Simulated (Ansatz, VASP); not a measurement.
**Si2B2C: VASP beside Ansatz**

```xyz
5
Lattice="3.4107 0.0000 0.0000 -1.7054 2.9538 0.0000 0.0000 0.0000 5.3177" Properties=species:S:1:pos:R:3 pbc="T T T"
Si    0.0000    1.9692    3.6836
Si    1.7054    0.9846    1.6341
B     0.0000    1.9692    1.3350
B     1.7054    0.9846    3.9827
C     0.0000    0.0000    0.0000
```

Alike in both runs: functional PBE; k mesh 6 × 6 × 4; occupations gaussian, width 0.1 eV; no spin polarisation.

Ansatz relaxed the structure, and its values are those at the end. VASP's run is a single point on that final structure, the one shown.

|  | VASP | Ansatz |
| --- | --- | --- |
| version | VASP 6.6.1 | Ansatz 0.2.0 |
| potentials or method | VASP PAW PBE potentials, release 64 (Si, B, C) | scalar-relativistic, plane waves, PAW |
| plane-wave cutoff (eV) | 520 | 420 |
| valence electrons in the cell | 18 | 18 |

VASP gave:

- gap on the k mesh at the Fermi level (eV): none
- pressure (GPa): -0.2
- rms of the force components (eV/Å): 0.006

What did Ansatz give for the same quantities?

gap on the k mesh at the Fermi level (eV): none; pressure (GPa): -0.1; rms of the force components (eV/Å): 0.006.

A gap of «none» marks a metal or a gap that the smearing closes.
